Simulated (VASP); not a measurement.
Given:

```
PtTe2
1.0
    2.02092    -3.50034     0.00000
    2.02092     3.50034     0.00000
    0.00000     0.00000     5.12554
Te Pt
2 1
Direct
  0.33333   0.66667   0.26121
  0.66667   0.33333   0.73879
  0.00000   0.00000   0.00000
```

All values below come from AM05 GGA, VASP's PBE PAW potentials (set 64) (plane waves; VASP). Numerical set-up: 520 eV cut-off, Gaussian smearing of 0.050 eV, potentials Te Pt.

Give the energies of bands 3 to 14 at the high-symmetry points, in eV from the Fermi level.

```csv
band,Γ,M,K,A,L,H
3,-6.86,-6.79,-6.87,-5.76,-7.34,-6.24
4,-5.87,-5.18,-5.62,-5.76,-5.95,-6.24
5,-5.87,-4.88,-5.62,-4.56,-5.50,-6.03
6,-3.86,-3.81,-4.43,-3.90,-4.51,-4.29
7,-3.86,-3.61,-4.43,-3.90,-3.58,-4.12
8,-2.74,-3.56,-3.74,-2.33,-3.50,-4.12
9,-0.57,-3.51,-2.02,-1.43,-3.31,-3.58
10,-0.57,-3.43,-1.92,-1.32,-2.47,-2.79
11,0.85,-2.95,-1.92,-1.32,-0.76,-2.79
12,0.85,0.06,-0.25,2.19,0.30,2.55
13,1.55,2.58,-0.25,2.19,1.29,2.55
14,2.47,3.78,2.57,4.08,4.30,5.77
```

It has no gap at this level: it comes out as a metal or semimetal.

The compound is PtTe2 in the 1T layered structure. It was relaxed first.
